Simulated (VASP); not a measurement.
Runs of VASP 6.6.1 on Ga. The cell holds a sheet with vacuum, 2 atoms: a = 4.330 Å, b = 4.330 Å, c = 23.800 Å, α = 90.00°, β = 90.00°, γ = 120.00°. The cell was built by a generator and needn't be a form met in nature.

| task | level | cell | smearing | atoms held fixed (from 0) | gap on the mesh (eV) | work function (eV) |
| --- | --- | --- | --- | --- | --- | --- |
| work function | PBE | as given | gaussian 0.05 eV | - | none | 4.39 |
| single point | PBE | as given | fermi-dirac 0.05 eV | - | none | (a) |
| relaxation of the atoms | PBE+D4 | atoms relaxed | gaussian 0.05 eV | [0] | none | - |
| relaxation of the atoms | RPBE | atoms relaxed | gaussian 0.05 eV | [0] | none | - |

Alike in all rows: potentials or basis VASP PAW PBE potentials, release 64 (Ga_d); no spin polarisation; k mesh 7 × 7 × 1; cutoff (eV) 520.

**Question.** Estimate the missing entries.

**Answer.** (a) 4.33.

Caveats: the relaxation stopped at its first step, so nothing moved (some runs).

A k mesh can miss the band edges, and the runs leave out spin-orbit coupling on Ga.

A gap of «none» marks a metal or a gap under the smearing width.
